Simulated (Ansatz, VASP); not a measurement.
## Cross-check of SiC214 between VASP and Ansatz

Wanted: the spread between two codes on one cell, functional and k mesh. The cell is taken from a series of runs on this material, whose earlier steps may have relaxed, scaled, displaced or heated it; both programs get it as it stands.

Method: plane waves, with VASP 6.6.1 beside it; single point at LDA, in Ansatz 0.2.0.

## (1) Starting point

The cell holds 215 atoms: 214 C and 1 Si. Its edges and angles: a = 10.595 Å, b = 10.595 Å, c = 10.595 Å, α = 90.0°, β = 90.0°, γ = 90.0°. It derives from C (C (Fd-3m)). Nearest the centre at fractional (0.458, 0.458, 0.542): Si215 at 0.00 Å, C109 at 1.96 Å, C108 at 1.96 Å, C110 at 1.96 Å, C113 at 1.96 Å, C112 at 1.96 Å, C105 at 1.96 Å, C116 at 2.66 Å.

## (2) Ansatz: single point, LDA

Ansatz runs on its default PAW (the set named soft_2) files.

A single point gives forces, pressure and levels at one fixed geometry, so differences don't come from the geometry; what else differs is listed under the comparison.

Contents of input.yaml:

```yaml
crystal:
  lattice:
    - [10.59520894, 0.0, 0.0]
    - [0.0, 10.59520894, 0.0]
    - [0.0, 0.0, 10.59520894]
  atoms:
    - { symbol: C, position: [-9.2256e-05, -9.2256e-05, 0.166442787] }
    - { symbol: C, position: [0.000527909, 0.16683626, -0.000527909] }
    - { symbol: C, position: [0.16683626, 0.000527909, -0.000527909] }
    - { symbol: C, position: [0.166669719, 0.166669719, 0.165625885] }
    - { symbol: C, position: [0.083123854, 0.083123854, 0.249621658] }
    - { symbol: C, position: [0.083451837, 0.249991292, 0.082592704] }
    - { symbol: C, position: [0.249991292, 0.083451837, 0.082592704] }
    - { symbol: C, position: [0.249419818, 0.249419818, 0.249001215] }
    - { symbol: C, position: [0.000173457, 0.000173457, 0.499734751] }
    - { symbol: C, position: [4.0149e-05, 0.166363632, 0.332832535] }
    - { symbol: C, position: [0.166363632, 4.0149e-05, 0.332832535] }
    - { symbol: C, position: [0.167589939, 0.167589939, 0.499023191] }
    - { symbol: C, position: [0.083911433, 0.083911433, 0.582881782] }
    - { symbol: C, position: [0.083029322, 0.249835001, 0.415996083] }
    - { symbol: C, position: [0.249835001, 0.083029322, 0.415996083] }
    - { symbol: C, position: [0.253119556, 0.253119556, 0.580649035] }
    - { symbol: C, position: [0.000527909, 0.000527909, 0.83316374] }
    - { symbol: C, position: [0.001172722, 0.167325715, 0.666210919] }
    - { symbol: C, position: [0.167325715, 0.001172722, 0.666210919] }
    - { symbol: C, position: [0.16774574, 0.16774574, 0.83225426] }
    - { symbol: C, position: [0.083813009, 0.083813009, 0.916186991] }
    - { symbol: C, position: [0.084958766, 0.251007418, 0.748992582] }
    - { symbol: C, position: [0.251007418, 0.084958766, 0.748992582] }
    - { symbol: C, position: [0.251007418, 0.251007418, 0.915041234] }
    - { symbol: C, position: [-0.000232577, 0.333265259, 0.165767641] }
    - { symbol: C, position: [0.000173457, 0.500265249, -0.000173457] }
    - { symbol: C, position: [0.167325715, 0.333789081, -0.001172722] }
    - { symbol: C, position: [0.165518248, 0.500272453, 0.165282827] }
    - { symbol: C, position: [0.081946073, 0.416389902, 0.248854942] }
    - { symbol: C, position: [0.082430612, 0.583397125, 0.083103791] }
    - { symbol: C, position: [0.249706123, 0.416662891, 0.08277118] }
    - { symbol: C, position: [0.247699775, 0.583345105, 0.248170617] }
    - { symbol: C, position: [0.000390833, 0.333522678, 0.499589425] }
    - { symbol: C, position: [-0.00056591, 0.499999428, 0.333043025] }
    - { symbol: C, position: [0.164833993, 0.33331792, 0.331036576] }
    - { symbol: C, position: [0.166515212, 0.500659033, 0.499340967] }
    - { symbol: C, position: [0.083797193, 0.417126644, 0.582873356] }
    - { symbol: C, position: [0.082584522, 0.583385228, 0.416614772] }
    - { symbol: C, position: [0.247475567, 0.415910172, 0.413023127] }
    - { symbol: C, position: [0.247475567, 0.586976873, 0.584089828] }
    - { symbol: C, position: [0.001172722, 0.333789081, 0.832674285] }
    - { symbol: C, position: [0.000390833, 0.500410575, 0.666477322] }
    - { symbol: C, position: [0.169217595, 0.335268035, 0.664731965] }
    - { symbol: C, position: [0.167589939, 0.500976809, 0.832410061] }
    - { symbol: C, position: [0.083911433, 0.417118218, 0.916088567] }
    - { symbol: C, position: [0.083029322, 0.584003917, 0.750164999] }
    - { symbol: C, position: [0.253119556, 0.419350965, 0.746880444] }
    - { symbol: C, position: [0.249835001, 0.584003917, 0.916970678] }
    - { symbol: C, position: [-0.000744853, 0.666670905, 0.166788685] }
    - { symbol: C, position: [-9.2256e-05, 0.833557213, 9.2256e-05] }
    - { symbol: C, position: [0.166363632, 0.667167465, -4.0149e-05] }
    - { symbol: C, position: [0.166284613, 0.833539772, 0.166460228] }
    - { symbol: C, position: [0.082288541, 0.74999357, 0.25000643] }
    - { symbol: C, position: [0.083105862, 0.916755647, 0.083244353] }
    - { symbol: C, position: [0.249495192, 0.75029925, 0.083376426] }
    - { symbol: C, position: [0.249495192, 0.916623574, 0.24970075] }
    - { symbol: C, position: [-0.00056591, 0.666956975, 0.500000572] }
    - { symbol: C, position: [-0.000744853, 0.833211315, 0.333329095] }
    - { symbol: C, position: [0.165664397, 0.66724328, 0.33275672] }
    - { symbol: C, position: [0.165518248, 0.834717173, 0.499727547] }
    - { symbol: C, position: [0.081946073, 0.751145058, 0.583610098] }
    - { symbol: C, position: [0.082430612, 0.916896209, 0.416602875] }
    - { symbol: C, position: [0.247699775, 0.751829383, 0.416654895] }
    - { symbol: C, position: [0.249706123, 0.91722882, 0.583337109] }
    - { symbol: C, position: [4.0149e-05, 0.667167465, 0.833636368] }
    - { symbol: C, position: [-0.000232577, 0.834232359, 0.666734741] }
    - { symbol: C, position: [0.164833993, 0.668963424, 0.66668208] }
    - { symbol: C, position: [0.166669719, 0.834374115, 0.833330281] }
[... 14 lines left out ...]
    - { symbol: C, position: [0.33331792, 0.164833993, 0.331036576] }
    - { symbol: C, position: [0.499999428, -0.00056591, 0.333043025] }
    - { symbol: C, position: [0.500659033, 0.166515212, 0.499340967] }
    - { symbol: C, position: [0.417126644, 0.083797193, 0.582873356] }
    - { symbol: C, position: [0.415910172, 0.247475567, 0.413023127] }
    - { symbol: C, position: [0.583385228, 0.082584522, 0.416614772] }
    - { symbol: C, position: [0.586976873, 0.247475567, 0.584089828] }
    - { symbol: C, position: [0.333789081, 0.001172722, 0.832674285] }
    - { symbol: C, position: [0.335268035, 0.169217595, 0.664731965] }
    - { symbol: C, position: [0.500410575, 0.000390833, 0.666477322] }
    - { symbol: C, position: [0.500976809, 0.167589939, 0.832410061] }
    - { symbol: C, position: [0.417118218, 0.083911433, 0.916088567] }
    - { symbol: C, position: [0.419350965, 0.253119556, 0.746880444] }
    - { symbol: C, position: [0.584003917, 0.083029322, 0.750164999] }
    - { symbol: C, position: [0.584003917, 0.249835001, 0.916970678] }
    - { symbol: C, position: [0.333277981, 0.333277981, 0.165921656] }
    - { symbol: C, position: [0.333522678, 0.500410575, -0.000390833] }
    - { symbol: C, position: [0.500410575, 0.333522678, -0.000390833] }
    - { symbol: C, position: [0.499536306, 0.499536306, 0.167134582] }
    - { symbol: C, position: [0.416004146, 0.416004146, 0.249852547] }
    - { symbol: C, position: [0.416251896, 0.583139757, 0.083728082] }
    - { symbol: C, position: [0.583139757, 0.416251896, 0.083728082] }
    - { symbol: C, position: [0.581394305, 0.581394305, 0.252555838] }
    - { symbol: C, position: [0.332921607, 0.332921607, 0.48982951] }
    - { symbol: C, position: [0.329687073, 0.500753798, 0.33081225] }
    - { symbol: C, position: [0.500753798, 0.329687073, 0.33081225] }
    - { symbol: Si, position: [0.458327105, 0.458327105, 0.541672895] }
    - { symbol: C, position: [0.406492606, 0.58374223, 0.41625777] }
    - { symbol: C, position: [0.58374223, 0.406492606, 0.41625777] }
    - { symbol: C, position: [0.58374223, 0.58374223, 0.593507394] }
    - { symbol: C, position: [0.335268035, 0.335268035, 0.830782405] }
    - { symbol: C, position: [0.332921607, 0.51017049, 0.667078393] }
    - { symbol: C, position: [0.51017049, 0.332921607, 0.667078393] }
    - { symbol: C, position: [0.500659033, 0.500659033, 0.833484788] }
    - { symbol: C, position: [0.417126644, 0.417126644, 0.916202807] }
    - { symbol: C, position: [0.415910172, 0.586976873, 0.752524433] }
    - { symbol: C, position: [0.586976873, 0.415910172, 0.752524433] }
    - { symbol: C, position: [0.583385228, 0.583385228, 0.917415478] }
    - { symbol: C, position: [0.332658882, 0.666828003, 0.166365888] }
    - { symbol: C, position: [0.333265259, 0.834232359, 0.000232577] }
    - { symbol: C, position: [0.499999428, 0.666956975, 0.00056591] }
    - { symbol: C, position: [0.499543863, 0.832751309, 0.167248691] }
    - { symbol: C, position: [0.415685523, 0.749072666, 0.250927334] }
    - { symbol: C, position: [0.416396788, 0.91648951, 0.08351049] }
    - { symbol: C, position: [0.582873299, 0.749337243, 0.084510491] }
    - { symbol: C, position: [0.582873299, 0.915489509, 0.250662757] }
    - { symbol: C, position: [0.329687073, 0.66918775, 0.499246202] }
    - { symbol: C, position: [0.332658882, 0.833634112, 0.333171997] }
    - { symbol: C, position: [0.4973118, 0.66354312, 0.33645688] }
    - { symbol: C, position: [0.499536306, 0.832865418, 0.500463694] }
    - { symbol: C, position: [0.416004146, 0.750147453, 0.583995854] }
    - { symbol: C, position: [0.416251896, 0.916271918, 0.416860243] }
    - { symbol: C, position: [0.581394305, 0.747444162, 0.418605695] }
    - { symbol: C, position: [0.583139757, 0.916271918, 0.583748104] }
    - { symbol: C, position: [0.33331792, 0.668963424, 0.835166007] }
    - { symbol: C, position: [0.333277981, 0.834078344, 0.666722019] }
    - { symbol: C, position: [0.500753798, 0.66918775, 0.670312927] }
    - { symbol: C, position: [0.500272453, 0.834717173, 0.834481752] }
    - { symbol: C, position: [0.416389902, 0.751145058, 0.918053927] }
    - { symbol: C, position: [0.416662891, 0.91722882, 0.750293877] }
    - { symbol: C, position: [0.583345105, 0.751829383, 0.752300225] }
    - { symbol: C, position: [0.583397125, 0.916896209, 0.917569388] }
    - { symbol: C, position: [0.666670905, -0.000744853, 0.166788685] }
    - { symbol: C, position: [0.667167465, 0.166363632, -4.0149e-05] }
    - { symbol: C, position: [0.833557213, -9.2256e-05, 9.2256e-05] }
    - { symbol: C, position: [0.833539772, 0.166284613, 0.166460228] }
    - { symbol: C, position: [0.74999357, 0.082288541, 0.25000643] }
    - { symbol: C, position: [0.75029925, 0.249495192, 0.083376426] }
    - { symbol: C, position: [0.916755647, 0.083105862, 0.083244353] }
    - { symbol: C, position: [0.916623574, 0.249495192, 0.24970075] }
    - { symbol: C, position: [0.666956975, -0.00056591, 0.500000572] }
    - { symbol: C, position: [0.66724328, 0.165664397, 0.33275672] }
    - { symbol: C, position: [0.833211315, -0.000744853, 0.333329095] }
    - { symbol: C, position: [0.834717173, 0.165518248, 0.499727547] }
    - { symbol: C, position: [0.751145058, 0.081946073, 0.583610098] }
    - { symbol: C, position: [0.751829383, 0.247699775, 0.416654895] }
    - { symbol: C, position: [0.916896209, 0.082430612, 0.416602875] }
    - { symbol: C, position: [0.91722882, 0.249706123, 0.583337109] }
    - { symbol: C, position: [0.667167465, 4.0149e-05, 0.833636368] }
    - { symbol: C, position: [0.668963424, 0.164833993, 0.66668208] }
    - { symbol: C, position: [0.834232359, -0.000232577, 0.666734741] }
    - { symbol: C, position: [0.834374115, 0.166669719, 0.833330281] }
    - { symbol: C, position: [0.750378342, 0.083123854, 0.916876146] }
    - { symbol: C, position: [0.750998785, 0.249419818, 0.750580182] }
    - { symbol: C, position: [0.917407296, 0.083451837, 0.750008708] }
    - { symbol: C, position: [0.917407296, 0.249991292, 0.916548163] }
    - { symbol: C, position: [0.666828003, 0.332658882, 0.166365888] }
    - { symbol: C, position: [0.666956975, 0.499999428, 0.00056591] }
    - { symbol: C, position: [0.834232359, 0.333265259, 0.000232577] }
    - { symbol: C, position: [0.832751309, 0.499543863, 0.167248691] }
    - { symbol: C, position: [0.749072666, 0.415685523, 0.250927334] }
    - { symbol: C, position: [0.749337243, 0.582873299, 0.084510491] }
    - { symbol: C, position: [0.91648951, 0.416396788, 0.08351049] }
    - { symbol: C, position: [0.915489509, 0.582873299, 0.250662757] }
    - { symbol: C, position: [0.66918775, 0.329687073, 0.499246202] }
    - { symbol: C, position: [0.66354312, 0.4973118, 0.33645688] }
    - { symbol: C, position: [0.833634112, 0.332658882, 0.333171997] }
    - { symbol: C, position: [0.832865418, 0.499536306, 0.500463694] }
    - { symbol: C, position: [0.750147453, 0.416004146, 0.583995854] }
    - { symbol: C, position: [0.747444162, 0.581394305, 0.418605695] }
    - { symbol: C, position: [0.916271918, 0.416251896, 0.416860243] }
    - { symbol: C, position: [0.916271918, 0.583139757, 0.583748104] }
    - { symbol: C, position: [0.668963424, 0.33331792, 0.835166007] }
    - { symbol: C, position: [0.66918775, 0.500753798, 0.670312927] }
    - { symbol: C, position: [0.834078344, 0.333277981, 0.666722019] }
    - { symbol: C, position: [0.834717173, 0.500272453, 0.834481752] }
    - { symbol: C, position: [0.751145058, 0.416389902, 0.918053927] }
    - { symbol: C, position: [0.751829383, 0.583345105, 0.752300225] }
    - { symbol: C, position: [0.91722882, 0.416662891, 0.750293877] }
    - { symbol: C, position: [0.916896209, 0.583397125, 0.917569388] }
    - { symbol: C, position: [0.665654936, 0.665654936, 0.168296738] }
    - { symbol: C, position: [0.666670905, 0.833211315, 0.000744853] }
    - { symbol: C, position: [0.833211315, 0.666670905, 0.000744853] }
    - { symbol: C, position: [0.832849157, 0.832849157, 0.167150843] }
    - { symbol: C, position: [0.748916359, 0.748916359, 0.251083641] }
    - { symbol: C, position: [0.749826475, 0.916135007, 0.083864993] }
    - { symbol: C, position: [0.916135007, 0.749826475, 0.083864993] }
    - { symbol: C, position: [0.916135007, 0.916135007, 0.250173525] }
    - { symbol: C, position: [0.66354312, 0.66354312, 0.5026882] }
    - { symbol: C, position: [0.665654936, 0.831703262, 0.334345064] }
    - { symbol: C, position: [0.831703262, 0.665654936, 0.334345064] }
    - { symbol: C, position: [0.832751309, 0.832751309, 0.500456137] }
    - { symbol: C, position: [0.749072666, 0.749072666, 0.584314477] }
    - { symbol: C, position: [0.749337243, 0.915489509, 0.417126701] }
    - { symbol: C, position: [0.915489509, 0.749337243, 0.417126701] }
    - { symbol: C, position: [0.91648951, 0.91648951, 0.583603212] }
    - { symbol: C, position: [0.66724328, 0.66724328, 0.834335603] }
    - { symbol: C, position: [0.666828003, 0.833634112, 0.667341118] }
    - { symbol: C, position: [0.833634112, 0.666828003, 0.667341118] }
    - { symbol: C, position: [0.833539772, 0.833539772, 0.833715387] }
    - { symbol: C, position: [0.74999357, 0.74999357, 0.917711459] }
    - { symbol: C, position: [0.75029925, 0.916623574, 0.750504808] }
    - { symbol: C, position: [0.916623574, 0.75029925, 0.750504808] }
    - { symbol: C, position: [0.916755647, 0.916755647, 0.916894138] }
basis:
  ecutwfc: 420
  xc_grid: 2
hamiltonian:
  xc: lda
kpoints:
  mp_grid: { grid: [1, 1, 1] }
magnetization:
  spin_polarized: true
  initial_magnetization: 2
  spin_locking: { lock_magnetization: hard }
scf:
  occupations: { method: fermi_dirac, width: 0.01 }
  max_iter: 120
  n_extra_bands: 20
  lower_state_search: "off"
output:
  forces: true
checkpoint:
  read: "../ground.run"
  write: "../ground_at_excited.run"
  compress: false
  write_wavefunctions: true
  write_every: 100000
```

Launch:

```
ansatz run input.yaml --threads 32 --pin off --max-ram 84787MiB --backend cuda --events-out ev --progress --plain --runs-dir out --max-vram 78GiB
```

Numbers of over 12 decimals in the logs are rounded to 6 here.

Output:

```text
Warning: the atoms were moved onto the symmetric positions of the space group found under crystal.symmetry.tolerance 1.0e-5 (fractional; no operation is sought that the atoms, as they stand in a round, miss by more than twice it, and no atom is moved by as much as it), and the run uses the moved positions. Before a round's move an operation carried an atom to 1.59e-4 Å from where it should land, the largest such dist
Warning: the band count 451 (scf.n_extra_bands) hosts the net moment |M| = 2.0000 μB (N_el = 860) but caps the reachable moment at 2·n_bands − N_el = 42.0000 μB, below the 646 bands that the automatic rule leaves for it — a moment growing past the seed, or the majority channel's smearing tail, pins there with fewer empty majority states than that count leaves; raise or omit scf.n_extra_bands unless the cap is intende
Warning: checkpoint.read: the run can stay near the saved state's solution: 215 site(s) moved relative to the saved geometry (max |Δs| = 7.471e-4 fractional); the SCF starts from the saved state under `checkpoint.density_extrapolation: transplant`, in force with no word given; its orbitals are not used off its sites. A run without `checkpoint.read` takes nothing of the state. A lower free energy from it at the same p
scf.n_extra_bands = 20 over 431 filled bands (N_el = 860.0): the run solves 451 bands
Engine: ansatz 0.2.0, aarch64-unknown-linux-gnu
Pseudopotentials: kind: paw
Pseudopotential: C, paw, valence charge 4, recommended cutoff 420 eV (normal), C.paw.azcp
Pseudopotential: Si, paw, valence charge 4, recommended cutoff 420 eV (normal), Si.paw.azcp
Functional definition: SPW92
  exchange = slater_x
  correlation = pw_c
device memory: the entry about to start is reckoned to put 6.8 GiB on a device that reports 158.1 GiB free (of which the cap on the GPU budget leaves the run 78.0 GiB)
GPU FFT provider: cuFFT
GPU libraries: cuBLAS 13.8.1, cuFFT 12.4.0, cuSOLVER 12.3.2
GPU matrix products: emulated (plane waves: as basis.precision tells), large ones in fixed point in workspaces of 1.00 GiB
Crystal: 215 atoms, lattice volume = 1189.402 Å³
Basis set: ecut = 420 eV, 23127 PW (Γ), exchange–correlation on 144×144×144 points (8 copies of the dense FFT grid, shifted against one another)
Bands: 451, of which v1, the nominal top of the filled ones, is band 430 counted from 1 (429 counted from 0)
Symmetry: 12 space group operations
Space group: R-3m (ITA 166), of the structure as read, at distance tolerance 1.1e-4 Å
Magnetic group: BNS 166.97 (UNI 1327), of the structure as read, at distance tolerance 1.1e-4 Å
k-points: 1
Non-local potential: C, projectors of the file, l = 0: 2, l = 1: 2, l = 2: 1
Non-local potential: Si, projectors of the file, l = 0: 2, l = 1: 2, l = 2: 2
[...]
SCF iter   5: F=—  HF=-52601.773855 eV  |Δ(HF+E_count)|=   5.46e-7  Δρ=2.08e-6 (↑2.01e-6 ↓2.08e-6)  dr2=2.20e-7  dr2_m=9.42e-10  M=2.000 μB ∫|m|=2.084 μB  Hψ=1447
SCF iter   6: F=-52601.773855 eV  HF=-52601.773855 eV  |Δ(HF+E_count)|=   4.65e-8  Δρ=5.25e-7 (↑4.98e-7 ↓5.25e-7)  dr2=1.04e-8  dr2_m=2.63e-10  M=2.000 μB ∫|m|=2.084 μB  Hψ=3449
SCF 1 converged in 6 iterations: F = -52601.773855 eV  dr2 = 1.04e-8
[...]
device memory: the entry about to start is reckoned to put 6.3 GiB (of the 7.0 GiB reckoned in all, the device holds 0.6 GiB already) on a device that reports 157.5 GiB free (of which the cap on the GPU budget leaves the run 77.4 GiB)
NSCF: frozen V_eff on 1 k-points
[...]
SCF converged after 6 iterations
Stability checked in part: among states of this total moment the steps that led to this state did not find it unstable. No probe was made; neither looks for a lower state of another moment (fixed_total_moment; see scf.lower_state_search)
Magnetization: 2.0000 μB (431.0000 up, 429.0000 down)
Absolute magnetization: 2.0867 μB (∫|ρ↑−ρ↓|, with the PAW one-centre terms)
Spin contamination: 0.0016 ħ² per cell (⟨S²⟩ above its minimum at these occupations)
Per-site moments (μB) at R_I (Å): [(0.00214137, 0.629692), (0.00145368, 0.628811), (0.00145368, 0.628811), (0.00261761, 0.627998), (0.00164691, 0.629657), (0.000945744, 0.628811), (0.000945744, 0.628811), (0.000657725, 0.627998), (0.00258151, 0.62747
Free energy (F): -52601.773855 eV
Harris-Foulkes:  -52601.773855 eV  (|F-HF|=6.10e-9)
Internal energy: -52601.773855 eV  (E = F + TS)
E sigma→0 (E₀):  -52601.773855 eV
Fermi energy:    14.230879 (↑ 15.941455, ↓ 13.970993) eV
--- Per-component energies (eV) ---
  E_band       = 3889.309847
  E_kinetic    = 20016.410578
  E_local      = -13295.618572  (includes V_loc(G=0)·N_el)
  E_nonlocal   = 5996.817604
  E_hartree    = 2907.136010
  E_xc         = -10460.373110
  E_vxc        = -13002.778015  (∫ρ·V_xc dr)
  E_paw        = -20144.413966  (= ΣΔE_a)
  E_vpaw       = -1639.795767  (= ΣTr[D̂ρ^β])
  E_aug_tail   = 0.001862  (compensation charges beyond the density's cutoff)
  E_ewald      = -37635.264748
  E_core_change = 13.530487  (= ΣΔE_core)
  E_smearing   = -0.000000  (= −TS)
  E_closure    = 0.000000  (closes the sum)
  Σ components = -52601.773855   (vs F -52601.773855, Δ=0.00e0)
--- Forces (eV/Å), atoms counted from 1 ---
  atom   1  C     -0.11107750    -0.11107750     0.09788050
  atom   2  C     -0.09764647    -0.10699172     0.09764647
  atom   3  C     -0.10699172    -0.09764647     0.09764647
  atom   4  C     -0.13011413    -0.13011413     0.07935990
  atom   5  C      0.12761449     0.12761449    -0.09775309
  atom   6  C      0.11770540     0.10660771    -0.09835627
  [... 209 more lines of this table ...]
  max |Σ_I F_I| component: 3.61e-16 eV/Å
--- Band table (eV) ---
  k-point 0 ↑: bands = ["-8.1430", "-7.1492", "-7.1492", "-7.1324", "-7.1324", "-7.0497", "-6.9765", "-6.1412", "-6.1228", "-6.1228", "-6.1103", "-6.1103", "-6.0987", "-6.0987", "-6.0562", "-6.0562", 
  k-point 0 ↓: bands = ["-8.1341", "-7.1377", "-7.1377", "-7.1267", "-7.1267", "-7.0430", "-6.9596", "-6.1331", "-6.1104", "-6.1104", "-6.1002", "-6.1002", "-6.0937", "-6.0937", "-6.0439", "-6.0439",
```

[end of part 1 of 2]

[Lines on the potential files, build, host, timing and source positions are cut from VASP's logs without a mark.]

[Logs are printed without paths, hosts, clocks, repeated set-up lines and the standing remarks that a program may print on its own settings, such as how far it seeks lower states.]

[Hosts, paths, dates, database ids (printed as entryN), source tags and the programs' standing remarks are cut or masked in the printed files.]
